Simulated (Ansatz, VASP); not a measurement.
# One calculation of Y2MgC2, two programs

```
Y Mg C
1.0
     4.22910    0.00000    0.00000
    -2.11455    3.66251    0.00000
     0.00000    0.00000    5.32614
Y Mg C
2 1 2
Cartesian
  0.0000 2.4417 1.4885
  2.1146 1.2208 3.8377
  0.0000 0.0000 0.0000
  0.0000 2.4417 4.1457
  2.1146 1.2208 1.1805
```

Change from the starting cell: species swapped into the Nb2CS2 type (P-3m1, No. 164).

Alike in both runs: functional PBE; k mesh 12 × 12 × 8; occupations gaussian, width 0.1 eV; no spin polarisation.

Ansatz relaxed the structure, and its values are those at the end. VASP's run is a single point on that final structure, the one shown.

```csv
,VASP,Ansatz
version,VASP 6.6.1,Ansatz 0.2.0
potentials or method,"VASP PAW PBE potentials, release 64 (Y_sv, Mg, C)","scalar-relativistic, plane waves, PAW"
plane-wave cutoff (eV),520,420
valence electrons in the cell,32,40
```

|  | VASP | Ansatz | Ansatz less VASP |
| --- | --- | --- | --- |
| gap on the k mesh at the Fermi level (eV) | none | none | - |
| pressure (GPa) | -0.1 | 0.0 | +0.13 |

A gap of «none» marks a metal or a gap that the smearing closes. The two sets of potentials don't hold the same shells in valence.
